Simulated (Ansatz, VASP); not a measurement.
# C (Diamond) in two plane-wave programs, part 2 of 2

Wanted: the spread between two codes on one cell, functional and k mesh. Of the first pair: The cell is taken from a series of runs on this material, whose earlier steps may have relaxed, scaled, displaced or heated it; both programs get it as it stands.

VASP 6.6.1 and Ansatz 0.2.0.

So far: Set-up; VASP: relaxation of cell and atoms, LDA; Ansatz: relaxation of cell and atoms, LDA; Side by side.

**5. Ansatz: relaxation, LDA**

Level of this step: Ansatz beside VASP: Kohn-Sham DFT, plane waves, LDA (Ansatz).

This run makes the geometry at which the two programs are then compared.

The structure compared here is the end of the Ansatz relaxation.

File input.yaml:

```yaml
crystal:
  lattice:
    - [0.0, 1.7304186198, 1.770510077]
    - [1.7304186198, 0.0, 1.770510077]
    - [1.7304186198, 1.7304186198, 0.0]
  atoms:
    - { symbol: C, position: [0.5, 0.5, 0.5] }
    - { symbol: C, position: [0.75, 0.75, 0.75] }
  conventional_axes: [[-1, 1, 1], [1, -1, 1], [1, 1, -1]]
kpoints:
  mp_grid: { grid: [12, 12, 12] }
hamiltonian:
  xc: lda
  pseudopotentials: { kind: paw, azcp: { folder: soft_1 }, xc_functional: pbe }
scf:
  occupations: { method: fixed }
output:
  forces: true
  stress: true
  eigenvalues: true
relax:
  adjacent_minimum: "off"
  f_tol: 0.001
  max_steps: 60
  cell: { stress_tol: 0.01, fix: [a, b, gamma] }
```

On the command line:

```sh
$ ansatz run input.yaml --threads 4 --pin off --max-ram 10240MiB --backend cpu --events-out ev --progress --plain --runs-dir out
```

Numbers of over 12 decimals in the logs are rounded to 6 here.

Log:

```text
[...]
Crystal: 2 atoms, lattice volume = 10.603 Å³
Basis set: ecut = 420 eV, 181 PW (Γ)
Bands: 8, of which v1, the nominal top of the filled ones, is band 4 counted from 1 (3 counted from 0)
Symmetry: 16 space group operations
[...]
k-points: 163 of 1728
[...]
P = ⅓ Tr σ = 17.4082 GPa (174.082 kbar)
--- Band table (eV; the first three rows and the last of 163) ---
[...]
--- Relaxed structure (4 steps of the walk, 4 accepted, 2 SCFs on fresh bases) ---
[...]
cell:  # Å, volume = 10.6322 Å³
    - [0.0, 1.7304186198, 1.775386]
    - [1.7304186198, 0.0, 1.775386]
    - [1.7304186198, 1.7304186198, 0.0]
  atoms:
    - { symbol: C, position: [0.500000, 0.500000, 0.500000] }
    - { symbol: C, position: [0.75, 0.75, 0.75] }
[key lines of the parts left out:]
SCF converged after 4 iterations
Free energy (F): -485.955797 eV
Fermi energy:    14.430587 eV
```

**6. VASP: single point, LDA, pair 2**

The same cell, functional (in two slightly different forms) and mesh now go to VASP, with its own data sets.

File INCAR:

```
SYSTEM = C
PREC = Accurate
ENCUT = 600
EDIFF = 1E-06
NELM = 120
ISMEAR = 0
SIGMA = 0.01
LREAL = .FALSE.
ALGO = Normal
GGA = CA
NBANDS = 10
LORBIT = 11
LWAVE = .FALSE.
LCHARG = .FALSE.
ISIF = 2
LASPH = .TRUE.
GGA_COMPAT = .FALSE.
EFERMI = MIDGAP
```

File POSCAR:

```
C
1.0
    0.0000000000      1.7304186198      1.7753857747
    1.7304186198      0.0000000000      1.7753857747
    1.7304186198      1.7304186198      0.0000000000
C
2
Direct
    0.5000000000      0.5000000000      0.5000000000
    0.7500000000      0.7500000000      0.7500000000
```

File KPOINTS:

```
Automatic mesh
0
Gamma
12 12 12
0 0 0
```

The projector-augmented-wave data sets are C (LDA family, release 64).

On the command line:

```sh
$ mpirun -np 1 vasp_std
```

Log:

```text
[... set-up lines as in an earlier step ...]
 entering main loop
       N       E                     dE             d eps       ncg     rms          rms(c)
DAV:   1     0.573518294360E+00    0.57352E+00   -0.53417E+03  3372   0.868E+02
DAV:   2    -0.207786595756E+02   -0.21352E+02   -0.20635E+02  4458   0.139E+02
DAV:   3    -0.211608266976E+02   -0.38217E+00   -0.38143E+00  3870   0.149E+01
DAV:   4    -0.211615528986E+02   -0.72620E-03   -0.72617E-03  3566   0.771E-01
[...]
DAV:   9    -0.202128363058E+02    0.13487E-04   -0.36318E-05  3636   0.513E-02    0.197E-02
DAV:  10    -0.202128376220E+02   -0.13162E-05   -0.18005E-06  3558   0.123E-02    0.464E-03
DAV:  11    -0.202128375667E+02    0.55320E-07   -0.56007E-08  1786   0.200E-03
   1 F= -.20212838E+02 E0= -.20212838E+02  d E =0.000000E+00
```

Parts of OUTCAR (step 6):

```text
  Total        1.8043967      1.8043967      0.0733980      0.0000000     -0.0000000     -0.0000000
  in kB      271.9052023    271.9052023     11.0603681      0.0000000     -0.0000000     -0.0000000
  external PRESSURE =     184.9569243 kB  Pullay stress =       0.0000000 kB

 POSITION                                       TOTAL-FORCE (eV/Angst)
 -----------------------------------------------------------------------------------
      1.73042      1.73042      1.77539         0.000000      0.000000     -0.000000
      2.59563      2.59563      2.66308        -0.000000     -0.000000      0.000000
 -----------------------------------------------------------------------------------
    total drift:                                0.000000     -0.000000      0.000000

  FREE ENERGIE OF THE ION-ELECTRON SYSTEM (eV)
  ---------------------------------------------------
  free  energy   TOTEN  =       -20.2128375667 eV

  energy  without entropy=      -20.2128375667  energy(sigma->0) =      -20.21283757

[... 3 further parts left out ...]
[key lines of the parts left out:]
E-fermi :  12.8074
```

The run ends at a pressure of 18.50 GPa.

**7. Comparison**

What differs besides the data sets and the points named for the pairs above, as far as they apply: fixed occupations in Ansatz, narrow Gaussian smearing in VASP; Ansatz's pressure holds a Pulay correction, VASP's none. Total energies have different zeros and are not compared.

Compared:

```
              quantity  Ansatz   VASP  difference
        pressure (GPa)   17.41  18.50       -1.09
gap on the k mesh (eV)   3.955  3.950      +0.006
```

A gap on the mesh is an upper bound, since the band edges may lie between its points.

**8. Ansatz: relaxation, LDA**

This run makes the geometry at which the two programs are then compared. The cell compared in this pair holds 10.45 Å³, against 10.63 Å³ for the pair before.

The structure compared here is the end of the Ansatz relaxation.

input.yaml: that of step 5 with these lines changed.

```diff
@@ -2,5 +2,5 @@
   lattice:
-    - [0.0, 1.7304186198, 1.770510077]
-    - [1.7304186198, 0.0, 1.770510077]
-    - [1.7304186198, 1.7304186198, 0.0]
+    - [0.0, 1.7127612869, 1.7753857747]
+    - [1.7127612869, 0.0, 1.7753857747]
+    - [1.7127612869, 1.7127612869, 0.0]
   atoms:
```

On the command line:

```sh
$ ansatz run input.yaml --threads 4 --pin off --max-ram 10240MiB --backend cpu --events-out ev --progress --plain --runs-dir out
```

Log:

```text
[...]
Crystal: 2 atoms, lattice volume = 10.416 Å³
Basis set: ecut = 420 eV, 181 PW (Γ)
Bands: 8, of which v1, the nominal top of the filled ones, is band 4 counted from 1 (3 counted from 0)
Symmetry: 16 space group operations
[...]
k-points: 163 of 1728
[...]
P = ⅓ Tr σ = 27.0938 GPa (270.938 kbar)
--- Band table (eV; the first three rows and the last of 163) ---
[...]
--- Relaxed structure (4 steps of the walk, 4 accepted, 2 SCFs on fresh bases) ---
[...]
cell:  # Å, volume = 10.4455 Å³
    - [0.0, 1.7127612869, 1.780348]
    - [1.7127612869, 0, 1.780348]
    - [1.7127612869, 1.7127612869, 0]
  atoms:
    - { symbol: C, position: [0.5, 0.5, 0.500000] }
    - { symbol: C, position: [0.75, 0.75, 0.750000] }
[key lines of the parts left out:]
SCF converged after 3 iterations
Free energy (F): -485.910883 eV
Fermi energy:    14.846114 eV
```

**9. VASP: single point, LDA, pair 3**

The same cell, functional (in two slightly different forms) and mesh now go to VASP, with its own data sets.

INCAR is that of step 6.

File POSCAR:

```
C
1.0
    0.0000000000      1.7127612869      1.7803475219
    1.7127612869      0.0000000000      1.7803475219
    1.7127612869      1.7127612869      0.0000000000
C
2
Direct
    0.5000000000      0.5000000000      0.5000000000
    0.7500000000      0.7500000000      0.7500000000
```

KPOINTS is that of step 6.

On the command line:

```sh
$ mpirun -np 1 vasp_std
```

Log:

```text
[... set-up lines as in an earlier step ...]
 entering main loop
       N       E                     dE             d eps       ncg     rms          rms(c)
DAV:   1     0.101975825369E+01    0.10198E+01   -0.54520E+03  3376   0.877E+02
DAV:   2    -0.207553942481E+02   -0.21775E+02   -0.21073E+02  4376   0.142E+02
DAV:   3    -0.211552024646E+02   -0.39981E+00   -0.39890E+00  3862   0.156E+01
DAV:   4    -0.211560131141E+02   -0.81065E-03   -0.81061E-03  3532   0.822E-01
[...]
DAV:   9    -0.201654948278E+02    0.14350E-04   -0.37761E-05  3640   0.522E-02    0.199E-02
DAV:  10    -0.201654961112E+02   -0.12834E-05   -0.17906E-06  3600   0.124E-02    0.463E-03
DAV:  11    -0.201654960612E+02    0.50068E-07   -0.53771E-08  1832   0.197E-03
   1 F= -.20165496E+02 E0= -.20165496E+02  d E =0.000000E+00
```

OUTCAR, selected parts (step 9):

```text
  Total        2.7240830      2.7240830      0.0776826      0.0000000      0.0000000      0.0000000
  in kB      417.8327427    417.8327427     11.9153287      0.0000000      0.0000000      0.0000000
  external PRESSURE =     282.5269380 kB  Pullay stress =       0.0000000 kB

 POSITION                                       TOTAL-FORCE (eV/Angst)
 -----------------------------------------------------------------------------------
      1.71276      1.71276      1.78035        -0.000000     -0.000000     -0.000000
      2.56914      2.56914      2.67052         0.000000      0.000000      0.000000
 -----------------------------------------------------------------------------------
    total drift:                                0.000000     -0.000000      0.000000

  FREE ENERGIE OF THE ION-ELECTRON SYSTEM (eV)
  ---------------------------------------------------
  free  energy   TOTEN  =       -20.1654960612 eV

  energy  without entropy=      -20.1654960612  energy(sigma->0) =      -20.16549606

[... 1 part as in an earlier step ...]

[... 2 further parts left out ...]
[key lines of the parts left out:]
E-fermi :  13.0939
```

The run ends at a pressure of 28.25 GPa.

**10. Comparison**

Compared:

```
              quantity  Ansatz   VASP  difference
        pressure (GPa)   27.09  28.25       -1.16
gap on the k mesh (eV)   3.826  3.820      +0.006
```

A gap on the mesh is an upper bound, since the band edges may lie between its points.

**11. Outcome**

```
difference in volume (relaxation of cell and atoms, LDA)    : -0.20 %
difference in pressure (single point, LDA, pair 2)          : -1.1 GPa
difference in gap on the k mesh (single point, LDA, pair 3) : 0.0060 eV
difference in pressure (single point, LDA, pair 3)          : -1.2 GPa
```

In words: The difference in pressure is -1.2 GPa (single point, LDA, pair 3), beyond the 1 GPa picked in this series as the mark of a large difference. What causes the difference of the single point, LDA, pair 2 pair stays open here. 5 further runs of this series are not shown here. Such differences can come from data sets, numerical settings and the points named under the comparisons, not from the functional's error against experiment.

[Lines on the potential files, build, host, timing and source positions are cut from VASP's logs without a mark.]

[Logs are printed without paths, hosts, clocks, repeated set-up lines and the standing remarks that a program may print on its own settings, such as how far it seeks lower states.]

[Hosts, paths, dates, database ids (printed as entryN), source tags and the programs' standing remarks are cut or masked in the printed files.]
